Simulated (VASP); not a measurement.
A convergence study with VASP on Ca (fcc): one setting is varied, all else stays as given below, so the limit is that of these other settings.

```xyz
1
Lattice="0.0000 2.7900 2.7900 2.7900 0.0000 2.7900 2.7900 2.7900 0.0000" Properties=species:S:1:pos:R:3 pbc="T T T"
Ca     0.0000     0.0000     0.0000
```

Method: PBE GGA, VASP's PBE PAW potentials (set 64) (plane waves; VASP). The tightest run used: 550 eV cut-off, 17×17×17 Monkhorst-Pack mesh, first-order Methfessel-Paxton smearing of 0.10 eV, potentials Ca_sv.

```
setting     E (eV/atom)  pressure (GPa)  irreducible k-points
----------  -----------  --------------  --------------------
1×1×1 mesh      -6.9252           -7.51                     1
2×2×2 mesh      -1.9740           -0.03                     2
3×3×3 mesh      -1.8886           -0.33                     4
4×4×4 mesh      -1.9185           -0.64                    10
5×5×5 mesh      -1.9225           -0.73                    10
```

**Question.** These are the cheaper rows. Estimate the results at 17×17×17 mesh, and how far the last row shown lies from them.

**Answer.** 
```json
[
 {"quantity": "E (eV/atom)", "tightest run": "-1.9272", "last row shown is off by": "0.0047"},
 {"quantity": "pressure (GPa)", "tightest run": "-0.46", "last row shown is off by": "-0.27"}
]
```

Left out are rungs that failed or repeat a setting and relaxations that didn't move; long series are thinned to 24 rows.

The compound is Ca in the fcc structure. The cell was not relaxed at this level.
